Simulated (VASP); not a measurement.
## RbPd: relaxation of cell and atoms with PBE

RbPd:

```
CELL_PARAMETERS angstrom
0.00000 3.31585 3.31585
3.31585 0.00000 3.31585
3.31585 3.31585 0.00000
ATOMIC_POSITIONS crystal
Rb 0.50000 0.50000 0.50000
Pd 0.00000 0.00000 0.00000
```

The cell was built by a generator and needn't be a form met in nature.

The cell isn't the ideal one: random cell by space group and Wyckoff sites (Fm-3m, No. 225).

```yaml
Program: VASP 6.6.1
Task: relaxation of cell and atoms
Functional: PBE
Potentials_or_basis: VASP PAW PBE potentials, release 64 (Rb_sv, Pd)
Cutoff: 600 eV
k_mesh: 14 × 14 × 14
Occupations: gaussian, width 0.1 eV
Spin: no spin polarisation
Dipole_correction: no
Further_INCAR_settings: ALGO = Fast; EDIFF = 1e-07; IBRION = 2; EDIFFG = -0.01; NSW = 100; ISIF = 3
```

The relaxed volume is 37.40 Å³/atom, the relaxed cell is a = 4.729 Å, b = 4.729 Å, c = 4.729 Å, α = 60.00°, β = 60.00°, γ = 60.00° and the space group after relaxing (to 0.05 Å) is Fm-3m (No. 225). The energy gained by relaxing is 1.0 meV/atom, the ionic steps are 3 and the pressure after relaxing is 0.0 GPa. The band gap on the k mesh is none (metal or under the smearing width).

Step by step:
```csv
step,energy change (eV),largest force (eV/Å),pressure (GPa),volume (Å³)
1,0.0000,0.0000,0.30,72.91
2,-0.0011,0.0000,0.19,73.65
3,-0.0019,0.0000,0.03,74.80
```

Final structure:
```
CELL_PARAMETERS angstrom
0.00000 3.34415 3.34415
3.34415 0.00000 3.34415
3.34415 3.34415 0.00000
ATOMIC_POSITIONS crystal
Rb 0.50000 0.50000 0.50000
Pd 0.00000 0.00000 0.00000
```

Levels at points of the mesh, in eV from the Fermi level:
| k point | band 7 | band 8 | band 9 | band 10 | band 11 | band 12 | band 13 |
| --- | --- | --- | --- | --- | --- | --- | --- |
| (0.00, 0.00, 0.00) | -1.18 | -1.16 | -1.16 | -1.16 | 6.07 | 6.07 | 6.07 |
| (0.50, 0.00, 0.00) | -0.97 | -0.83 | -0.83 | 0.62 | 0.80 | 3.99 | 3.99 |
| (0.50, 0.50, 0.00) | -1.05 | -0.82 | -0.82 | -0.02 | 2.34 | 4.38 | 5.20 |

It took 11 min on 1 thread of AMD EPYC 7R13 Processor (Zen 3) (shared host), peak memory 0.31 GiB.
